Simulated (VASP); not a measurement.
Output of a VASP run:

File OSZICAR:
```
       N       E                     dE             d eps       ncg     rms          rms(c)
DAV:   1     0.345365567388E+02    0.34537E+02   -0.48669E+03   522   0.963E+02
DAV:   2     0.180827938396E+01   -0.32728E+02   -0.32418E+02   615   0.162E+02
DAV:   3     0.651835470450E+00   -0.11564E+01   -0.11530E+01   746   0.252E+01
DAV:   4     0.599764529161E+00   -0.52071E-01   -0.52041E-01   769   0.397E+00
DAV:   5     0.599327418387E+00   -0.43711E-03   -0.43697E-03   772   0.347E-01    0.121E+01
DAV:   6     0.600320567525E+00    0.99315E-03   -0.57084E-03   623   0.961E-01    0.688E+00
DAV:   7     0.600404267718E+00    0.83700E-04   -0.10202E-02   573   0.125E+00    0.253E-01
DAV:   8     0.600237427287E+00   -0.16684E-03   -0.18379E-03   811   0.261E-01    0.123E-01
DAV:   9     0.600219464724E+00   -0.17963E-04   -0.28725E-05   714   0.506E-02    0.376E-02
DAV:  10     0.600197933113E+00   -0.21532E-04   -0.24500E-05   581   0.461E-02    0.288E-02
DAV:  11     0.600198065470E+00    0.13236E-06   -0.59633E-07   753   0.719E-03    0.114E-02
DAV:  12     0.600198467046E+00    0.40158E-06   -0.64219E-07   646   0.679E-03    0.222E-03
DAV:  13     0.600198315157E+00   -0.15189E-06   -0.46248E-08   340   0.212E-03    0.381E-04
DAV:  14     0.600198302190E+00   -0.12967E-07   -0.48465E-09   331   0.585E-04
   1 F= 0.60019830E+00 E0= 0.60054058E+00  d E =-.684559E-03
```

File OUTCAR:
```
------------------------ aborting loop because EDIFF is reached ----------------------------------------
  FORCE on cell =-STRESS in cart. coord.  units (eV):
  Direction    XX          YY          ZZ          XY          YZ          ZX
  --------------------------------------------------------------------------------------
  Total        0.1359805      0.1359805      0.1359805     -0.0000000      0.0000000     -0.0000000
  in kB        4.3350956      4.3350956      4.3350956     -0.0000000      0.0000000     -0.0000000
  external PRESSURE =       4.3350956 kB  Pullay stress =       0.0000000 kB
  volume of cell :       50.26
      direct lattice vectors                 reciprocal lattice vectors
     0.000000000  2.929000740  2.929000740    -0.170706683  0.170706683  0.170706683
     2.929000740  0.000000000  2.929000740     0.170706683 -0.170706683  0.170706683
     2.929000740  2.929000740  0.000000000     0.170706683  0.170706683 -0.170706683
 POSITION                                       TOTAL-FORCE (eV/Angst)
 -----------------------------------------------------------------------------------
      0.00000      0.00000      0.00000        -0.000000      0.000000     -0.000000
 -----------------------------------------------------------------------------------
    total drift:                                0.000000      0.000000      0.000000
  FREE ENERGIE OF THE ION-ELECTRON SYSTEM (eV)
  ---------------------------------------------------
  free  energy   TOTEN  =         0.6001983022 eV

  energy  without entropy=        0.6008828613  energy(sigma->0) =        0.60054058
```
(Selected blocks of OUTCAR.)

### POSCAR
```
Sr
1
    0.0000000000     2.9290007398     2.9290007398
    2.9290007398     0.0000000000     2.9290007398
    2.9290007398     2.9290007398     0.0000000000
Sr
1
Direct
  1.0000000000   1.0000000000   1.0000000000
```

**Question.** Reconstruct the remaining input files.

**Answer.** One answer among several that fit: the input of the run itself, optB86b-vdW, plane waves, VASP's PBE PAW potentials (set 64).

File KPOINTS:
```
Regular mesh
0
Gamma
 8 8 8
```

### INCAR
```
SYSTEM = Sr
PREC = Accurate; ENCUT = 520; LREAL = .FALSE.
LASPH = .TRUE.
EDIFF = 1E-7; NELM = 100; ALGO = Normal
LMAXMIX = 4
ISMEAR = 0; SIGMA = 0.05
GGA = MK; LUSE_VDW = .TRUE.; AGGAC = 0.0
PARAM1 = 0.1234; PARAM2 = 1.0
ISIF = 2
LWAVE = .FALSE.; LCHARG = .FALSE.
```

POTCAR, in this order: Sr_sv (PBE.64 set). Program: vasp_std.

The compound is Sr in the fcc structure. This cell is one point of a volume scan, at 0.97 of the reference volume.
